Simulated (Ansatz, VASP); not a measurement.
# Cross-check of Sr4Li8Al14Si10O49 between VASP and Ansatz, part 3 of 4

One calculation is typed for both programs; each brings its own data sets. How far apart do they land? Of the first pair: The structure shown is frame 111 of Ansatz's trajectory.

VASP 6.6.1 and Ansatz 0.2.0.

So far. Step 3 (VASP: single point, PBE, pair 1): The run ends at a pressure of 1.53 GPa, with forces up to 3.9 eV/Å.

## (6) VASP: single point, PBE, pair 2

Level of this step: PBE; plane waves and PAW (Si, Al, Li_sv, Sr_sv, O) (VASP).

The same cell, functional and mesh now go to VASP, with its own data sets.

INCAR reads:

```
SYSTEM = Sr4Li8Al14Si10O49
PREC = Accurate
ENCUT = 650
EDIFF = 1E-06
NELM = 120
ISMEAR = 0
SIGMA = 0.01
LREAL = Auto
ALGO = Normal
GGA = PE
NBANDS = 280
LORBIT = 11
LWAVE = .FALSE.
LCHARG = .FALSE.
ISIF = 2
LASPH = .TRUE.
GGA_COMPAT = .FALSE.
EFERMI = MIDGAP
NCORE = 2
```

POSCAR reads:

```
Sr4Li8Al14Si10O49
1.0
   10.1517000000      0.0000000000      0.0000000000
    0.0000000000     10.1517000000      0.0000000000
    0.0000000000      0.0000000000     10.1517000000
Si Al Li Sr O
10 14 8 4 49
Direct
    0.5976240433      0.4348729769      0.5097668371
    0.1751036772      0.9977737719      0.9005880788
    0.7800368411      0.1735374371      0.7686101835
    0.5078755282      0.1063368697      0.2726636918
    0.6023424648      0.6649034152      0.3188037472
    0.5999290759      0.3361111932      0.9368381650
    0.8825910931      0.3684506043      0.4187180472
    0.0572317937      0.8445186520      0.3563935104
    0.2680930288      0.3064806880      0.2892323453
    0.2425899110      0.6944846676      0.6333619000
    0.9987982308      0.8362441759      0.6751184531
    0.9439404238      0.5121999271      0.9734034694
    0.7566515953      0.1380064423      0.4760975994
    0.0771988928      0.1028891713      0.1850034970
    0.3734251406      0.7417673887      0.9170089739
    0.3081749855      0.2953495474      0.8780302806
    0.2129594058      0.5290837988      0.0926938345
    0.4078627225      0.9582237458      0.5351517480
    0.3484933558      0.2602421269      0.5828284918
    0.8431297221      0.2698070274      0.1340563649
    0.7119595733      0.8589103303      0.5529812741
    0.3025798635      0.6249495158      0.3657219973
    0.6376961494      0.6228217934      0.9955081415
    0.0254243132      0.2929657102      0.8590383877
    0.7717525144      0.8707704128      0.2977432351
    0.5412886512      0.7131613424      0.6801619433
    0.9518208773      0.5992690879      0.2723090714
    0.1309928386      0.4470384271      0.5151649477
    0.5679147335      0.3589743590      0.2132943251
    0.0225380971      0.0662450624      0.4868150162
    0.1937310992      0.5066442074      0.8106819547
    0.4490282416      0.5074716550      0.7133091009
    0.8598658353      0.5593250392      0.6799156791
    0.8750160072      0.8945890836      0.9944738320
    0.5376340908      0.0132490125      0.8288464001
    0.3272161313      0.8846892639      0.1785907779
    0.2845927283      0.8396721731      0.5741205906
    0.5495828285      0.8814878296      0.6100554587
    0.5752928081      0.5042997725      0.3648748485
    0.0535378311      0.9364736941      0.8144153196
    0.6365436331      0.1670951663      0.3460110129
    0.1528709477      0.2581636573      0.1913472620
    0.7050444753      0.1182068028      0.6406907218
    0.6435670873      0.6773348306      0.1636770196
    0.4667888137      0.2474265394      0.9104189446
    0.5433080174      0.7546814819      0.9165558478
    0.1265502330      0.9964636465      0.0490361220
    0.7027295921      0.3196016431      0.8126126659
    0.0355408454      0.8676280820      0.5144261552
    0.9400100476      0.3313435188      0.0026892048
    0.2660539614      0.4730242225      0.2620447807
    0.2610400229      0.5830649054      0.5242668716
    0.1169262291      0.9996453796      0.3183407705
    0.3730508191      0.0945851434      0.6348690367
    0.8090172089      0.6181624753      0.9597111814
    0.2462050691      0.4198804141      0.9651880966
    0.8230247151      0.8205128205      0.6855699045
    0.9360599703      0.7970192185      0.2618970222
    0.8584572042      0.3810888817      0.2602224258
    0.2975068215      0.3559994878      0.7151117547
    0.4838992484      0.3266053961      0.5247002965
    0.3388398002      0.6680161943      0.7592915472
    0.7632908774      0.0643143513      0.8847877695
    0.7816818858      0.9717682753      0.4514514810
    0.5493464149      0.4888540836      0.9380694859
    0.4503777692      0.7211107499      0.3303486116
    0.3098889841      0.9113547485      0.9029423643
    0.0949988672      0.6887910399      0.6838066531
    0.0480018125      0.5745047627      0.0937970980
    0.2252430627      0.2951525360      0.4453539801
    0.9735315267      0.4978575017      0.4595092448
    0.1794576278      0.7368224041      0.3171981048
    0.4211412867      0.2621728380      0.2506575253
    0.5209669316      0.0332161116      0.1323620674
    0.3041756553      0.6645093925      0.0593595161
    0.1867076450      0.1719219441      0.8782075908
    0.5949348385      0.5365997813      0.6372430233
    0.7010057429      0.7349113942      0.4122659259
    0.9225646936      0.2166533684      0.4430883497
    0.0207452939      0.4681678931      0.8207393836
    0.6719170188      0.2896854714      0.0713082538
    0.4259286622      0.0110917383      0.3748830245
    0.9308884226      0.2153432430      0.7462592472
    0.7478057862      0.3643232168      0.5130470759
    0.9014056759      0.0975698651      0.1606036427
```

KPOINTS reads:

```
Automatic mesh
0
Gamma
1 1 1
0 0 0
```

Potentials, in the order of the species: Si, Al, Li_sv, Sr_sv and O (PBE family, release 64).

The run is started by

```console
$ mpirun -np 8 vasp_gam
```

Numbers of over 12 decimals in the logs are rounded to 6 here.

What it wrote:

```text
[... set-up lines as in an earlier step ...]
 entering main loop
       N       E                     dE             d eps       ncg     rms          rms(c)
DAV:   1     0.482945251062E+04    0.48295E+04   -0.28598E+05   560   0.190E+03
DAV:   2    -0.217284528838E+03   -0.50467E+04   -0.48442E+04   688   0.438E+02
DAV:   3    -0.667701097767E+03   -0.45042E+03   -0.44749E+03   672   0.138E+02
DAV:   4    -0.688306949847E+03   -0.20606E+02   -0.20511E+02   840   0.259E+01
[...]
DAV:  17    -0.602937826606E+03   -0.20435E-05   -0.25865E-05   728   0.173E-02    0.863E-03
DAV:  18    -0.602937827023E+03   -0.41771E-06   -0.15512E-05   688   0.993E-03    0.664E-03
DAV:  19    -0.602937826973E+03    0.50262E-07   -0.22207E-06   488   0.380E-03
   1 F= -.60293783E+03 E0= -.60293783E+03  d E =0.000000E+00
```

Parts of OUTCAR (step 6):

```text
  Total       14.6079813     -3.0782541     16.7839635      9.8080113     -3.1405938     -9.8937783
  in kB       22.3709518     -4.7140993     25.7032940     15.0201826     -4.8095676    -15.1515280
  external PRESSURE =      14.4533821 kB  Pullay stress =       0.0000000 kB

 POSITION                                       TOTAL-FORCE (eV/Angst)
 -----------------------------------------------------------------------------------
      6.06690      4.41470      5.17500        -0.352167     -0.090319      1.341698
      1.77760     10.12910      9.14250        -0.344974      1.575484     -0.941048
      7.91870      1.76170      7.80270        -0.454571      0.592485      1.460975
      5.15580      1.07950      2.76800         0.573602      1.030922     -0.246633
      6.11480      6.74990      3.23640        -2.464628     -1.496648     -1.748876
      6.09030      3.41210      9.51050        -0.159621     -0.524466     -0.401541
      8.95980      3.74040      4.25070         1.145383      1.000733     -1.142393
      0.58100      8.57330      3.61800         0.683929      0.151135     -1.342851
      2.72160      3.11130      2.93620         0.299057      1.129686      0.797343
      2.46270      7.05020      6.42970         1.302225      3.674152     -0.785341
     10.13950      8.48930      6.85360        -0.073645      0.587149      0.444358
      9.58260      5.19970      9.88170         0.568293     -0.149382      1.434502
      7.68130      1.40100      4.83320        -0.620494      0.089095     -1.370732
[...]
-----------------------------------------------------------------------------------
    total drift:                               -0.021399      0.039727      0.004889

  FREE ENERGIE OF THE ION-ELECTRON SYSTEM (eV)
  ---------------------------------------------------
  free  energy   TOTEN  =      -602.9378269730 eV

  energy  without entropy=     -602.9378269730  energy(sigma->0) =     -602.93782697

[... 2 parts as in an earlier step ...]

[... 1 further part left out ...]
[key lines of the parts left out:]
E-fermi :   4.2485
```

The run ends at a pressure of 1.45 GPa, with forces up to 4.0 eV/Å.

## (7) Side by side

Forces on 10 of the 85 atoms, those with the largest forces and the largest differences (eV/Å; atoms numbered as in POSCAR):

| atom | Ansatz x, y, z | VASP x, y, z |
| --- | --- | --- |
| Si5 | -2.470, -1.466, -1.723 | -2.465, -1.497, -1.749 |
| Si10 | 1.294, 3.691, -0.803 | 1.302, 3.674, -0.785 |
| Al19 | -2.104, -1.824, 0.005 | -2.137, -1.820, -0.009 |
| Al20 | -0.879, -2.596, -0.841 | -0.904, -2.596, -0.852 |
| Li32 | -1.283, -0.894, 0.945 | -1.355, -0.902, 0.992 |
| O47 | -0.427, -0.026, 1.881 | -0.451, 0.010, 1.955 |
| O61 | 2.608, 1.457, -0.720 | 2.604, 1.454, -0.723 |
| O74 | -0.571, -0.096, 0.714 | -0.549, -0.120, 0.635 |
| O75 | 1.523, 2.309, -1.322 | 1.537, 2.312, -1.341 |
| O78 | 1.193, 0.853, 2.195 | 1.220, 0.890, 2.263 |

The forces differ by 24 meV/Å r.m.s., which is 2.7 % of the r.m.s. force of 0.878 eV/Å (both taken over all components).

## (8) Ansatz: dynamics, PBE

One frame of this run of dynamics is then solved in both programs, so the motion causes no difference.

The structure compared here is frame 334 of Ansatz's trajectory.

input.yaml reads:

```yaml
crystal:
  lattice:
    - [10.1517, 0.0, 0.0]
    - [0.0, 10.1517, 0.0]
    - [0.0, 0.0, 10.1517]
  atoms:
    - { symbol: Si, position: [0.60666, 0.44243, 0.51993] }
    - { symbol: Si, position: [0.16308, 0.00506, 0.88702] }
    - { symbol: Si, position: [0.7958, 0.18236, 0.75896] }
    - { symbol: Si, position: [0.51736, 0.11611, 0.27874] }
    - { symbol: Si, position: [0.5731, 0.64883, 0.31082] }
    - { symbol: Si, position: [0.59902, 0.33502, 0.93028] }
    - { symbol: Si, position: [0.89203, 0.3748, 0.40271] }
    - { symbol: Si, position: [0.05213, 0.85673, 0.34896] }
    - { symbol: Si, position: [0.26827, 0.30692, 0.28812] }
    - { symbol: Si, position: [0.24946, 0.70307, 0.62635] }
    - { symbol: Al, position: [0.99414, 0.85092, 0.65499] }
    - { symbol: Al, position: [0.9398, 0.50138, 0.99375] }
    - { symbol: Al, position: [0.76647, 0.1325, 0.45214] }
    - { symbol: Al, position: [0.05951, 0.09879, 0.1729] }
    - { symbol: Al, position: [0.37004, 0.74805, 0.9086] }
    - { symbol: Al, position: [0.31094, 0.28664, 0.87491] }
    - { symbol: Al, position: [0.21876, 0.52896, 0.09004] }
    - { symbol: Al, position: [0.41928, 0.96212, 0.55096] }
    - { symbol: Al, position: [0.35441, 0.25909, 0.58821] }
    - { symbol: Al, position: [0.82482, 0.26448, 0.13085] }
    - { symbol: Al, position: [0.70717, 0.84701, 0.53416] }
    - { symbol: Al, position: [0.27795, 0.61571, 0.35785] }
    - { symbol: Al, position: [0.63251, 0.62543, 0.99315] }
    - { symbol: Al, position: [0.04314, 0.29749, 0.87076] }
    - { symbol: Li, position: [0.75087, 0.86062, 0.27832] }
    - { symbol: Li, position: [0.57561, 0.72161, 0.72098] }
    - { symbol: Li, position: [0.99021, 0.61334, 0.27657] }
    - { symbol: Li, position: [0.15855, 0.43024, 0.54744] }
    - { symbol: Li, position: [0.59724, 0.35794, 0.24039] }
    - { symbol: Li, position: [0.07052, 0.10021, 0.46713] }
    - { symbol: Li, position: [0.21097, 0.51527, 0.81401] }
    - { symbol: Li, position: [0.434, 0.5045, 0.71828] }
    - { symbol: Sr, position: [0.86363, 0.55723, 0.68588] }
    - { symbol: Sr, position: [0.86196, 0.89047, 0.01888] }
    - { symbol: Sr, position: [0.5371, 0.00607, 0.85142] }
    - { symbol: Sr, position: [0.32674, 0.88534, 0.18193] }
    - { symbol: O, position: [0.30351, 0.83755, 0.57098] }
    - { symbol: O, position: [0.56118, 0.88711, 0.61811] }
    - { symbol: O, position: [0.5669, 0.49947, 0.37191] }
    - { symbol: O, position: [0.06573, 0.94295, 0.78296] }
    - { symbol: O, position: [0.64645, 0.18793, 0.33568] }
    - { symbol: O, position: [0.15394, 0.23739, 0.20788] }
    - { symbol: O, position: [0.73942, 0.14573, 0.62005] }
    - { symbol: O, position: [0.62249, 0.65051, 0.16198] }
    - { symbol: O, position: [0.47098, 0.24612, 0.90027] }
    - { symbol: O, position: [0.54316, 0.75511, 0.91508] }
    - { symbol: O, position: [0.09918, 0.00042, 0.03173] }
    - { symbol: O, position: [0.70734, 0.30869, 0.81682] }
    - { symbol: O, position: [0.02445, 0.90246, 0.49664] }
    - { symbol: O, position: [0.93794, 0.32177, 0.00917] }
    - { symbol: O, position: [0.26836, 0.46904, 0.25599] }
    - { symbol: O, position: [0.28152, 0.58559, 0.52481] }
    - { symbol: O, position: [0.12115, 0.98774, 0.28979] }
    - { symbol: O, position: [0.37054, 0.10046, 0.64171] }
    - { symbol: O, position: [0.80172, 0.5951, 0.95794] }
    - { symbol: O, position: [0.25154, 0.40329, 0.9809] }
    - { symbol: O, position: [0.82881, 0.80208, 0.65015] }
    - { symbol: O, position: [0.93347, 0.8114, 0.25928] }
    - { symbol: O, position: [0.84617, 0.38626, 0.25344] }
    - { symbol: O, position: [0.28892, 0.35666, 0.71883] }
    - { symbol: O, position: [0.50393, 0.33358, 0.5561] }
    - { symbol: O, position: [0.32604, 0.66846, 0.7644] }
    - { symbol: O, position: [0.77494, 0.06849, 0.86337] }
    - { symbol: O, position: [0.75522, 0.97045, 0.43134] }
    - { symbol: O, position: [0.55235, 0.48457, 0.93428] }
    - { symbol: O, position: [0.42341, 0.69633, 0.31573] }
    - { symbol: O, position: [0.29878, 0.91588, 0.9] }
    - { symbol: O, position: [0.09633, 0.70722, 0.66019] }
    - { symbol: O, position: [0.05332, 0.56106, 0.09937] }
    - { symbol: O, position: [0.25377, 0.28483, 0.4455] }
    - { symbol: O, position: [0.00208, 0.47404, 0.44] }
    - { symbol: O, position: [0.15497, 0.73234, 0.33684] }
    - { symbol: O, position: [0.40948, 0.23929, 0.24958] }
    - { symbol: O, position: [0.53214, 0.0256, 0.15399] }
    - { symbol: O, position: [0.30181, 0.67055, 0.04159] }
    - { symbol: O, position: [0.18097, 0.16884, 0.87643] }
    - { symbol: O, position: [0.5996, 0.55368, 0.62998] }
    - { symbol: O, position: [0.66466, 0.72965, 0.40767] }
    - { symbol: O, position: [0.91808, 0.22091, 0.4293] }
    - { symbol: O, position: [0.02942, 0.46923, 0.84251] }
    - { symbol: O, position: [0.66891, 0.30145, 0.06686] }
    - { symbol: O, position: [0.44854, 0.02621, 0.39253] }
    - { symbol: O, position: [0.94483, 0.22947, 0.75315] }
    - { symbol: O, position: [0.76203, 0.40629, 0.49909] }
    - { symbol: O, position: [0.8924, 0.11487, 0.1638] }
kpoints:
  mp_grid: { grid: [1, 1, 1] }
hamiltonian:
  xc: pbe
scf:
  occupations: { method: fixed }
output:
  forces: true
md:
  timestep: 1.0
  n_steps: 334
  ensemble: nve
  temperature: 600
  initial_velocities: maxwell_boltzmann
  seed: 4912
```

The run is started by

```console
$ ansatz run input.yaml --threads 4 --pin off --max-ram 8192MiB --backend cpu --events-out ev --progress --plain --runs-dir out
```

What it wrote:

```text
[...]
Crystal: 85 atoms, lattice volume = 1046.204 Å³
Basis set: ecut = 420 eV, 20341 PW (Γ), exchange–correlation on 144×144×144 points (8 copies of the dense FFT grid, shifted against one another)
Bands: 305, of which v1, the nominal top of the filled ones, is band 220 counted from 1 (219 counted from 0)
Symmetry: 1 space group operations
k-points: 1
[...]
atom   8  Si    -2.39927160     0.51594977    -1.37512424
[...]
atom  82  O      0.41157019     0.87429786     1.17969550
  atom  83  O     -1.24405474    -0.33173720     0.02779798
  atom  84  O     -2.38129204     1.12349666     2.17721310
  atom  85  O      0.84547693    -0.93391125    -0.09966772
  max |Σ_I F_I| component: 4.94e-5 eV/Å
--- MD trajectory: 334 steps, t = 0.0 → 334.0 fs ---
[...]
conserved energy: peak-to-peak 8.225e-3 eV (9.677e-5 eV/atom) over 334.0 fs
[key lines of the parts left out:]
SCF converged after 8 iterations
Free energy (F): -57609.869893 eV
Fermi energy:    4.763319 eV
```

[end of part 3 of 4]

[Lines on the potential files, build, host, timing and source positions are cut from VASP's logs without a mark.]

[Logs are printed without paths, hosts, clocks, repeated set-up lines and the standing remarks that a program may print on its own settings, such as how far it seeks lower states.]

[Hosts, paths, dates, database ids (printed as entryN), source tags and the programs' standing remarks are cut or masked in the printed files.]
